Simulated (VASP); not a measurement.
Data:

```xyz
2
Lattice="0.0000 2.6670 2.6670 2.6670 0.0000 2.6670 2.6670 2.6670 0.0000" Properties=species:S:1:pos:R:3 pbc="T T T"
Zn     0.0000     0.0000     0.0000
S      1.3335     1.3335     1.3335
```

Calculation: r2SCAN meta-GGA, VASP's PBE PAW potentials (set 64) (plane waves; VASP). Settings: 520 eV cut-off, 9×9×9 Γ-centred mesh, Gaussian smearing of 0.050 eV, potentials Zn S.

The job: ZnS (zinc blende), 2 atoms, r2SCAN, static run, 520 eV, 9×9×9 Γ-centred mesh. Roughly how much core time does it take on a busy server core?

About 70 core-seconds (one run on a shared machine, a rough figure). It had 35 irreducible k-points, 13 bands, up to 1032 plane waves and 19 electronic steps.

The compound is ZnS in the zinc blende structure. This cell is one point of a volume scan, at 0.97 of the reference volume.
